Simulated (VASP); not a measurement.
Level of theory: PBE GGA, VASP's PBE PAW potentials (set 64) (plane waves; VASP).

A VASP calculation is set up with these files.

**KPOINTS**
```
Automatic mesh
0
Gamma
6 6 4
0 0 0
```

POSCAR:
```
PtSe2
1
    1.8797394256    -3.2558044390     0.0000000000
    1.8797394256     3.2558044390     0.0000000000
   -0.0000000000     0.0000000000     6.0541173186
Pt Se
1 2
Direct
  0.0000000000   0.0000000000   0.0000000000
  0.3333330000   0.6666670000   0.2147747222
  0.6666670000   0.3333330000   0.7852252778
```

**INCAR**
```
# general
SYSTEM   =  PtSe2
PREC     =  Accurate
ENCUT    =  400
LREAL    =  .FALSE.
LASPH    =  .TRUE.   # aspherical one-centre terms

# electronic loop
EDIFF    =  1E-6
NELM     =  100   # most electronic steps
ALGO     =  Normal
LMAXMIX  =  6

# smearing
ISMEAR   =  0   # Gaussian
SIGMA    =  0.05

# functional
GGA      =  PE   # PBE

# ions
IBRION   =  2   # conjugate gradients
NSW      =  60   # most ionic steps
ISIF     =  3
EDIFFG   =  -0.02   # ionic stop

# output
LWAVE    =  .FALSE.
LCHARG   =  .FALSE.
```

POTCAR, in this order: Pt Se (PBE.64 set). Program: vasp_std.

The run wrote:

OSZICAR:
```
       N       E                     dE             d eps       ncg     rms          rms(c)
DAV:   1     0.979910936461E+02    0.97991E+02   -0.85512E+03   736   0.101E+03
DAV:   2    -0.107307529416E+02   -0.10872E+03   -0.10607E+03   916   0.207E+02
DAV:   3    -0.151056748462E+02   -0.43749E+01   -0.43579E+01   930   0.455E+01
DAV:   4    -0.151423106144E+02   -0.36636E-01   -0.36631E-01   867   0.445E+00
DAV:   5    -0.151428574550E+02   -0.54684E-03   -0.54683E-03   924   0.520E-01    0.121E+01
DAV:   6    -0.145193877836E+02    0.62347E+00   -0.51686E+00   734   0.227E+01    0.701E+00
DAV:   7    -0.143187005632E+02    0.20069E+00   -0.97023E-01   734   0.104E+01    0.352E+00
DAV:   8    -0.143019121416E+02    0.16788E-01   -0.72280E-02   797   0.188E+00    0.814E-01
DAV:   9    -0.142979567687E+02    0.39554E-02   -0.12737E-02   811   0.122E+00    0.197E-01
DAV:  10    -0.142982632807E+02   -0.30651E-03   -0.19139E-03   874   0.309E-01    0.520E-02
DAV:  11    -0.142982789082E+02   -0.15628E-04   -0.62342E-05   944   0.769E-02    0.268E-02
DAV:  12    -0.142982881496E+02   -0.92414E-05   -0.26267E-05   797   0.374E-02    0.282E-03
DAV:  13    -0.142982887537E+02   -0.60414E-06   -0.13381E-06   746   0.843E-03
   1 F= -.14298289E+02 E0= -.14298289E+02  d E =-.142983E+02
       N       E                     dE             d eps       ncg     rms          rms(c)
DAV:   1    -0.142989310511E+02   -0.64290E-03   -0.12411E-02   741   0.929E-01    0.138E-01
DAV:   2    -0.142984538691E+02    0.47718E-03   -0.23446E-03   755   0.514E-01    0.807E-02
DAV:   3    -0.142983614552E+02    0.92414E-04   -0.21772E-04   818   0.163E-01    0.300E-02
DAV:   4    -0.142983381256E+02    0.23330E-04   -0.13171E-04   797   0.633E-02    0.120E-02
DAV:   5    -0.142983374562E+02    0.66944E-06   -0.52258E-06   832   0.215E-02
   2 F= -.14298337E+02 E0= -.14298337E+02  d E =-.487025E-04
       N       E                     dE             d eps       ncg     rms          rms(c)
DAV:   1    -0.142983539616E+02   -0.15836E-04   -0.32142E-04   748   0.150E-01    0.228E-02
DAV:   2    -0.142983417405E+02    0.12221E-04   -0.67136E-05   776   0.875E-02    0.133E-02
DAV:   3    -0.142983394998E+02    0.22407E-05   -0.61420E-06   797   0.277E-02    0.475E-03
DAV:   4    -0.142983392814E+02    0.21840E-06   -0.29971E-06   707   0.967E-03
   3 F= -.14298339E+02 E0= -.14298339E+02  d E =-.505277E-04
```

### OUTCAR
```
------------------------ aborting loop because EDIFF is reached ----------------------------------------
  FORCE on cell =-STRESS in cart. coord.  units (eV):
  Direction    XX          YY          ZZ          XY          YZ          ZX
  --------------------------------------------------------------------------------------
  Total       -0.0545834     -0.0545834      0.0148064      0.0000000      0.0000000      0.0000000
  in kB       -1.1786822     -1.1786823      0.3197320      0.0000000      0.0000000      0.0000000
  external PRESSURE =      -0.6792108 kB  Pullay stress =       0.0000000 kB
  volume of cell :       74.19
      direct lattice vectors                 reciprocal lattice vectors
     1.879855299 -3.256005138 -0.000000000     0.265977919 -0.153562411  0.000000000
     1.879855299  3.256005138  0.000000000     0.265977919  0.153562411 -0.000000000
     0.000000000  0.000000000  6.060869439     0.000000000 -0.000000000  0.164992830
 POSITION                                       TOTAL-FORCE (eV/Angst)
 -----------------------------------------------------------------------------------
      0.00000      0.00000      0.00000        -0.000000      0.000000      0.000000
      1.87986      1.08534      1.30223         0.000000      0.000000     -0.010406
      1.87986     -1.08534      4.75864        -0.000000     -0.000000      0.010406
 -----------------------------------------------------------------------------------
    total drift:                                0.000000      0.000000      0.000000
  FREE ENERGIE OF THE ION-ELECTRON SYSTEM (eV)
  ---------------------------------------------------
  free  energy   TOTEN  =       -14.2983392814 eV

  energy  without entropy=      -14.2983392814  energy(sigma->0) =      -14.29833928

 reached required accuracy - stopping structural energy minimisation
```
(Selected blocks of OUTCAR.)

CONTCAR:
```
PtSe2
   1.00000000000000
     1.8798552992711659   -3.2560051381317425   -0.0000000000000000
     1.8798552992711659    3.2560051381317425    0.0000000000000000
     0.0000000000000000    0.0000000000000000    6.0608694388650992
  Pt              Se
     1     2
Direct
     0.0000000000000000    0.0000000000000000    0.0000000000000000
     0.3333330000000032    0.6666669999999968    0.2148582665811944
     0.6666669999999968    0.3333330000000032    0.7851417334188057
```

Without a dispersion term in the relaxation, distances and binding between the weakly bound layers, chains or molecules are unreliable, and so is what depends on them.

The compound is PtSe2 in the 1T layered structure. This run relaxes it. Symmetry was kept, so distortions that lower it aren't found. The start is the result of an earlier pass.
